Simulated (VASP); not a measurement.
Consider the following.

```yaml
crystal:
  lattice:
    - [0.00000, 2.44449, 2.44449]
    - [2.44449, 0.00000, 2.44449]
    - [2.44449, 2.44449, 0.00000]
  atoms:
    - { symbol: Pb, position: [0.00000, 0.00000, 0.00000] }
```

All values below come from LDA (Ceperley-Alder, Perdew-Zunger), VASP's LDA PAW potentials (set 64) (plane waves; VASP). Settings: 400 eV cut-off, Gaussian smearing of 0.050 eV, potentials Pb_d.

Q: Give the energies of bands 6 to 9 at the high-symmetry points, in eV from the Fermi level.

A: 
| band | Γ | X | U | L | W |
|---|---|---|---|---|---|
| 6 | -12.09 | -6.75 | -6.85 | -8.25 | -6.64 |
| 7 | 7.58 | -3.49 | -2.46 | -4.45 | -1.51 |
| 8 | 7.58 | 1.99 | -1.35 | 5.66 | -1.51 |
| 9 | 7.58 | 1.99 | 2.96 | 5.66 | 0.19 |

It has no gap at this level: it comes out as a metal or semimetal.

The compound is Pb in the fcc structure. It was relaxed first.
